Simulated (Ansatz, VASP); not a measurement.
# Fe (Iron): VASP beside Ansatz

One calculation is typed for both programs; each brings its own data sets and cutoff. How far apart do they land?

Method: plane waves, with VASP 6.6.1 beside it; relaxation of cell and atoms at r2SCAN, in Ansatz 0.2.0.

## Step 1: The starting structure

Symmetry: Im-3m, No. 229, cubic system. Conventional cell: a = 2.865 Å, b = 2.865 Å, c = 2.865 Å, α = 90.00°, β = 90.00°, γ = 90.00°. Nearest to Fe lie 8 Fe at 2.48 Å.

## Step 2: Ansatz: relaxation of cell and atoms, r2SCAN

Ansatz runs on its default PAW (the set named soft_2) files.

The relaxed volume is the usual yardstick between codes: its relative difference is about their pressure difference at one cell divided by the bulk modulus.

The input, input.yaml:

```yaml
crystal:
  lattice:
    - [-1.4327, 1.4327, 1.4327]
    - [1.4327, -1.4327, 1.4327]
    - [1.4327, 1.4327, -1.4327]
  atoms:
    - { symbol: Fe, position: [0.0, 0.0, 0.0], spin: 3.0 }
hamiltonian:
  xc: r2scan
  pseudopotentials: { kind: paw }
magnetization:
  spin_polarized: true
kpoints:
  mp_grid: { grid: [13, 13, 13] }
scf:
  occupations: { method: fermi_dirac, width: 0.05 }
relax:
  f_tol: 0.01
  max_steps: 60
  cell: { stress_tol: 0.05 }
output:
  forces: true
  stress: true
```

Run with:

```bash
> ansatz run input.yaml --threads 4 --pin off --max-ram 9216MiB --backend cpu --events-out ev --progress --plain --runs-dir out
```

Numbers of over 12 decimals in the logs are rounded to 6 here.

The program printed:

```text
Engine: ansatz 0.2.0, x86_64-unknown-linux-gnu
Pseudopotentials: kind: paw
Pseudopotential: Fe, paw, valence charge 16, recommended cutoff 500 eV (meta_gga), Fe.paw.azcp
Functional definition: r2SCAN
  parameter k0 = 0.174
  parameter k1 = 0.065
  parameter a1 = 4.9479
  exchange = r2scan_x(k0 = k0, k1 = k1, a1 = a1)
  correlation = r2scan_c
Crystal: 1 atoms, lattice volume = 11.763 Å³
Basis set: ecut = 500 eV, 321 PW (Γ), exchange–correlation on 80×80×80 points (64 copies of the dense FFT grid, shifted against one another)
Bands: 14, of which v1, the nominal top of the filled ones, is band 8 counted from 1 (7 counted from 0)
Symmetry: 48 space group operations
Space group: Im-3m (ITA 229), of the structure as read, at distance tolerance 2.3e-5 Å
Magnetic group: BNS 229.140 (UNI 1642), of the structure as read, at distance tolerance 2.3e-5 Å
k-points: 84 of 2197
Non-local potential: Fe, projectors of the file, l = 0: 3, l = 1: 2, l = 2: 3, l = 3: 1
PAW form: soft (Blöchl's): semilocal exchange-correlation on the pseudo side does not see the compensation charge
PAW frozen core: Fe, regenerated for the run's functional (the file was generated under x = pbe(κ = 0.804, μ = 0.219515), c = pbe(β = 0.066725))
PAW one-centre angular grid: Fe, 590 points (default); XC on 160 Gauss nodes
Initial density: superposition of atomic densities (chi_scale 0.1, normalization cell)
Starting moments: Σ|m| = 3 μB on 1 of 1 site
Initial wavefunctions: pseudopotential atomic-orbital guess
Functional: x = r2scan, c = r2scan; τ floored in thin density (d = 2e-4 eV/Å³)
SCF iter   1: F=—  HF=-4485.609685 eV  |F-HF|=—  |Δ(HF+E_count)|=         —  Δρ=8.44e-2 (↑3.25e-2 ↓8.44e-2)  dr2=1.03e0  dr2_τ=5.15e-3  dr2_m=9.75e-2  M=2.756 μB ∫|m|=2.848 μB  β_m=1.00  ethr=3.10e-3  ⟨swp⟩=4.7  Hψ=11451  notcnv=0
Mixer restart at iter 1: flushing history
preconditioner: auto → none  [metal: Δε(μ)=0.009 eV  Ē_g=15.249 eV  σ=0.050 eV  W_gap=0.04  n_scr=0 (ndim 8)  ℏωp=30.6 eV  f_vac=0.000  D(μ)=0.92/eV (n_scr^D=12)]
SCF iter   2: F=—  HF=-4485.401908 eV  |F-HF|=—  |Δ(HF+E_count)|=   2.08e-1  Δρ=2.75e-2 (↑2.75e-2 ↓1.40e-2)  dr2=1.83e-2  dr2_τ=3.01e-3  dr2_m=3.81e-2  M=2.701 μB ∫|m|=2.944 μB  β_m=1.00  ethr=3.10e-3  ⟨swp⟩=3.1  Hψ=5590  notcnv=0  defer=183  κ⁻¹=1.0e0(r=1)
SCF iter   3: F=—  HF=-4485.580677 eV  |F-HF|=—  |Δ(HF+E_count)|=         —  Δρ=9.42e-3 (↑9.42e-3 ↓6.51e-3)  dr2=6.39e-3  dr2_τ=2.89e-4  dr2_m=1.93e-3  M=2.683 μB ∫|m|=2.968 μB  β_m=1.00  ethr=1.15e-4  ⟨swp⟩=2.7  Hψ=4896  notcnv=0  defer=183
Mixer restart at iter 3: flushing history
SCF iter   4: F=—  HF=-4485.711828 eV  |F-HF|=—  |Δ(HF+E_count)|=   1.31e-1  Δρ=5.73e-3 (↑5.73e-3 ↓5.13e-3)  dr2=4.47e-3  dr2_τ=1.91e-4  dr2_m=1.00e-4  M=2.675 μB ∫|m|=2.979 μB  β_m=1.00  ethr=3.99e-5  ⟨swp⟩=2.4  Hψ=4495  notcnv=0  defer=183  κ⁻¹=1.0e0(r=1)
SCF iter   5: F=—  HF=-4485.830391 eV  |F-HF|=—  |Δ(HF+E_count)|=   1.19e-1  Δρ=4.21e-3 (↑3.24e-3 ↓4.21e-3)  dr2=2.79e-3  dr2_τ=9.12e-5  dr2_m=9.97e-5  M=2.663 μB ∫|m|=2.981 μB  β_m=1.00  ethr=2.79e-5  ⟨swp⟩=2.4  Hψ=4762  notcnv=0  defer=183  κ⁻¹=4.7e-2(r=2)
SCF iter   6: F=—  HF=-4485.899101 eV  |F-HF|=—  |Δ(HF+E_count)|=   6.87e-2  Δρ=2.13e-3 (↑2.13e-3 ↓1.42e-3)  dr2=5.40e-4  dr2_τ=1.11e-5  dr2_m=1.79e-4  M=2.649 μB ∫|m|=2.976 μB  β_m=1.00  ethr=1.75e-5  ⟨swp⟩=2.6  Hψ=4827  notcnv=0  defer=181  κ⁻¹=1.4e-2(r=3)
SCF iter   7: F=—  HF=-4485.900670 eV  |F-HF|=—  |Δ(HF+E_count)|=   1.57e-3  Δρ=9.33e-4 (↑7.61e-4 ↓9.33e-4)  dr2=2.13e-4  dr2_τ=3.04e-6  dr2_m=6.06e-6  M=2.648 μB ∫|m|=2.978 μB  β_m=1.00  ethr=3.38e-6  ⟨swp⟩=2.2  Hψ=3992  notcnv=0  defer=177  κ⁻¹=1.3e-2(r=4)
SCF iter   8: F=—  HF=-4485.900556 eV  |F-HF|=—  |Δ(HF+E_count)|=   1.14e-4  Δρ=2.71e-4 (↑2.17e-4 ↓2.71e-4)  dr2=1.23e-6  dr2_τ=1.00e-7  dr2_m=5.67e-6  M=2.648 μB ∫|m|=2.977 μB  β_m=1.00  ethr=1.33e-6  ⟨swp⟩=2.0  Hψ=4172  notcnv=0  defer=177  κ⁻¹=8.7e-4(r=5)
SCF iter   9: F=—  HF=-4485.900606 eV  |F-HF|=—  |Δ(HF+E_count)|=   5.00e-5  Δρ=4.54e-5 (↑4.13e-5 ↓4.54e-5)  dr2=1.14e-7  dr2_τ=1.17e-8  dr2_m=6.43e-8  M=2.648 μB ∫|m|=2.977 μB  β_m=1.00  ethr=7.68e-9  ⟨swp⟩=2.0  Hψ=3724  notcnv=0  defer=177  κ⁻¹=6.5e-5(r=6)
SCF iter  10: F=—  HF=-4485.900607 eV  |F-HF|=—  |Δ(HF+E_count)|=   9.99e-7  Δρ=2.94e-5 (↑2.94e-5 ↓2.72e-5)  dr2=6.88e-8  dr2_τ=3.40e-9  dr2_m=5.07e-9  M=2.648 μB ∫|m|=2.977 μB  β_m=1.00  ethr=7.15e-10  ⟨swp⟩=2.2  Hψ=3655  notcnv=0  defer=177  κ⁻¹=5.7e-6(r=7)
SCF iter  11: F=—  HF=-4485.900614 eV  |F-HF|=—  |Δ(HF+E_count)|=   7.07e-6  Δρ=8.48e-6 (↑8.48e-6 ↓5.48e-6)  dr2=4.46e-9  dr2_τ=1.45e-10  dr2_m=2.51e-9  M=2.648 μB ∫|m|=2.977 μB  β_m=1.00  ethr=4.30e-10  ⟨swp⟩=2.2  Hψ=3814  notcnv=0  defer=177  κ⁻¹=7.5e-7(r=8)
SCF iter  12: F=—  HF=-4485.900614 eV  |F-HF|=—  |Δ(HF+E_count)|=   3.21e-7  Δρ=6.61e-6 (↑5.37e-6 ↓6.61e-6)  dr2=1.05e-8  dr2_τ=5.36e-11  dr2_m=2.13e-10  M=2.648 μB ∫|m|=2.977 μB  β_m=1.00  ethr=2.79e-11  ⟨swp⟩=2.0  Hψ=3742  notcnv=0  defer=177  κ⁻¹=7.9e-7(r=8)
SCF iter  13: F=—  HF=-4485.900614 eV  |F-HF|=—  |Δ(HF+E_count)|=   5.18e-8  Δρ=4.18e-6 (↑4.18e-6 ↓4.08e-6)  dr2=4.98e-9  dr2_τ=1.90e-11  dr2_m=2.21e-11  M=2.648 μB ∫|m|=2.977 μB  β_m=1.00  ethr=2.79e-11  ⟨swp⟩=2.2  Hψ=2808  notcnv=0  defer=177  κ⁻¹=5.1e-9(r=8)
SCF iter  14: F=-4485.900614 eV  HF=-4485.900614 eV  |F-HF|=4.13e-9  |Δ(HF+E_count)|=   4.99e-8  Δρ=5.85e-6 (↑4.10e-6 ↓5.85e-6)  dr2=7.94e-9  dr2_τ=2.01e-11  dr2_m=1.55e-10  M=2.648 μB ∫|m|=2.977 μB  ethr=2.79e-11  ⟨swp⟩=1.7  Hψ=6988  notcnv=0
SCF 1 converged in 14 iterations: F = -4485.900614 eV  dr2 = 7.94e-9
  greatest PAW one-centre occupation: 1.005 electrons in one spin orbital (limit 2), on the Fe atom at site 0 (counted from 0), in its partial waves of l = 1
relax step   1: F+E_penalty+E_count = -4485.90061431 eV  Δ(F+E_penalty+E_count) = +0.000e0 eV  max|allowed force component| = 0.000e0 eV/Å  Δτ_max = 0.0000 Å  P = +0.131 GPa  Ω = 11.763 Å³  (14 SCF iters, dr2 threshold 1.00e-7 eV, accepted)
[...]
relax step   2: F+E_penalty+E_count = -4485.90061020 eV  Δ(F+E_penalty+E_count) = +4.109e-6 eV  max|allowed force component| = 0.000e0 eV/Å  Δτ_max = 0.0000 Å  P = +0.038 GPa  Ω = 11.768 Å³  energy of the carried Pulay correction = -6.839e-6 eV  (7 SCF iters, dr2 threshold 4.27e-8 eV, accepted)
[...]
relax step   3: F+E_penalty+E_count = -4485.90061020 eV  Δ(F+E_penalty+E_count) = -1.613e-9 eV  max|allowed force component| = 0.000e0 eV/Å  Δτ_max = 0.0000 Å  P = +0.038 GPa  Ω = 11.768 Å³  stress off target by 3.84e-2 GPa  SCF on the basis re-selected at this cell (its energy is not comparable with the rows above)  (9 SCF iters)
basis re-selected at this cell: Δ(F+E_penalty+E_count) = -1.613e-9 eV, ΔP = +0.001 GPa vs the last step (what re-selecting the basis moved, of the pressure what is left beyond the Pulay correction that the steps carried, after the strain that the cell walked since its last selection, with what the two solves' SCF thresholds leave and, on support functions, any second-order correction that the steps lacked; it is no measure of the basis error at this ecutwfc). This SCF's stress stands 3.84e-2 GPa from its target on what of the cell is left free (relax.cell.stress_tol is 5.00e-2 GPa) and its largest allowed force component is 0.00e0 eV/Å (relax.f_tol is 1.00e-2 eV/Å): [rest of the remark cut]
SCF converged after 9 iterations
Stability not checked: this state was not tested for a lower state beside it, because the mixer in use, unlike msr1, does not test its closes by its own steps (another_mixer; see scf.mixing.algorithm and scf.lower_state_search)
Magnetization: 2.6479 μB (9.3239 up, 6.6761 down)
Absolute magnetization: 2.9780 μB (∫|ρ↑−ρ↓|, with the PAW one-centre terms)
Spin contamination: 0.1248 ħ² per cell (⟨S²⟩ above its minimum at these occupations)
Per-site moments (μB) at R_I (Å): [(2.804400, 1.023774)]
Free energy (F): -4485.900610 eV
Harris-Foulkes:  -4485.900610 eV  (|F-HF|=1.82e-12)
Internal energy: -4485.895705 eV  (E = F + TS)
E sigma→0 (E₀):  -4485.898158 eV
Entropy (-TS):   -0.004905 eV (-4.905 meV/atom)
Fermi energy:    17.734948 eV
--- Per-component energies (eV) ---
  E_band       = -244.886662
  E_kinetic    = 348.598654
  E_local      = -2110.213423  (includes V_loc(G=0)·N_el)
  E_nonlocal   = 223.322237
  E_hartree    = 885.471976
  E_xc         = -112.874034
  E_vxc        = -167.553449  (∫ρ·V_xc dr)
  E_paw        = -1379.337991  (= ΣΔE_a)
  E_vpaw       = -322.042097  (= ΣTr[D̂ρ^β])
  E_aug_tail   = 0.000249  (compensation charges beyond the density's cutoff)
  E_vtau       = 12.057162  (kinetic-family band-sum trace: ∫τ·v_τ [+ j·A + Jᵃ·Aᵃ] dr)
  E_ewald      = -2340.573898
  E_core_change = -0.289475  (= ΣΔE_core)
  E_smearing   = -0.004905  (= −TS)
  E_closure    = 0.000000  (closes the sum)
  Σ components = -4485.900610   (vs F -4485.900610, Δ=0.00e0)
--- Forces (eV/Å), atoms counted from 1 ---
  atom   1  Fe     0.00000000     0.00000000     0.00000000
  max |Σ_I F_I| component: 3.37e-31 eV/Å
--- Stress (GPa, compression-positive) ---
        0.038394       0.000000       0.000000
        0.000000       0.038394      -0.000000
       -0.000000      -0.000000       0.038394
  P = ⅓ Tr σ = 0.0384 GPa (0.384 kbar)
--- Relaxed structure (2 steps of the walk, 2 accepted, 1 SCFs on fresh bases) ---
  F+E_penalty+E_count = -4485.90061020 eV   max|allowed force component| = 0.000e0 eV/Å   (the final SCF, on the basis selected at the relaxed cell)
  cell:  # Å, volume = 11.7684 Å³
    - [-1.432911, 1.432911, 1.432911]
    - [1.432911, -1.432911, 1.432911]
    - [1.432911, 1.432911, -1.432911]
  atoms:
    - { symbol: Fe, position: [0.0, 0.0, 0.0] }
```

The job ended after 5 s (4 threads of Intel Xeon Platinum 8375C at 2.90GHz (Ice Lake), shared host; peak memory 0.42 GiB).

(Part 1 of 2 ends here.)

[Lines on the potential files, build, host, timing and source positions are cut from VASP's logs without a mark.]

[Logs are printed without paths, hosts, clocks, repeated set-up lines and the standing remarks that a program may print on its own settings, such as how far it seeks lower states.]

[Hosts, paths, dates, database ids (printed as entryN), source tags and the programs' standing remarks are cut or masked in the printed files.]
